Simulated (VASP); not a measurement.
The system is Be3CdSe4.

```
CELL_PARAMETERS angstrom
5.63667 0.00000 0.00000
-2.81834 4.88150 0.00000
0.00000 0.00000 6.67664
ATOMIC_POSITIONS crystal
Be 0.21695 0.78305 0.00000
Be 0.21695 0.43390 0.00000
Be 0.56610 0.78305 0.00000
Cd 0.00000 0.00000 0.00000
Se 0.66667 0.33333 0.65143
Se 0.66667 0.33333 0.34857
Se 0.66667 0.33333 0.00000
Se 0.00000 0.00000 0.50000
```

The cell was built by a generator and needn't be a form met in nature.

* Program: VASP 6.6.1
* Task: relaxation of cell and atoms
* Functional: PBE
* Potentials or basis: VASP PAW PBE potentials, release 64 (Be, Cd, Se)
* Cutoff: 520 eV
* k mesh: 3 × 3 × 2
* Occupations: gaussian, width 0.15 eV
* Spin: no spin polarisation

At the start: pressure 12.2 GPa; volume 22.96 Å³/atom.

**Question.** How do energy, volume and symmetry change on relaxing?

**Answer.** Over 9 steps the energy falls by 217.2 meV/atom and the volume is 28.15 Å³/atom (+22.6 %); space group P-6m2 (No. 187, to 0.05 Å).

The path:
| step | energy change (eV) | largest force (eV/Å) | pressure (GPa) | volume (Å³) |
| --- | --- | --- | --- | --- |
| 1 | 0.0000 | 5.7503 | 12.15 | 183.71 |
| 2 | -1.0172 | 2.2543 | -0.22 | 233.41 |
| 3 | -1.4525 | 1.6768 | 3.04 | 207.45 |
| 4 | -1.6835 | 0.3127 | -0.22 | 224.10 |
| 5 | -1.6835 | 0.3119 | -0.22 | 224.04 |
| 6 | -1.7208 | 0.0153 | 0.07 | 223.83 |
| 7 | -1.7284 | 0.3508 | 0.37 | 223.59 |
| 8 | -1.7292 | 0.2574 | 0.28 | 223.65 |
| 9 | -1.7373 | 0.0655 | 0.18 | 225.22 |

Final structure:
```
CELL_PARAMETERS angstrom
6.00855 0.00000 0.00000
-3.00428 5.20356 0.00000
0.00000 0.00000 7.20349
ATOMIC_POSITIONS crystal
Be 0.21810 0.78190 0.00000
Be 0.21810 0.43620 0.00000
Be 0.56380 0.78190 0.00000
Cd 0.00000 0.00000 0.00000
Se 0.66667 0.33333 0.66420
Se 0.66667 0.33333 0.33580
Se 0.66667 0.33333 0.00000
Se 0.00000 0.00000 0.50000
```

Caveat: the k mesh is coarse (spacing up to 0.47 Å⁻¹), so the values aren't converged; the volume moved by over 15 % at a fixed basis, so the end points are rough.
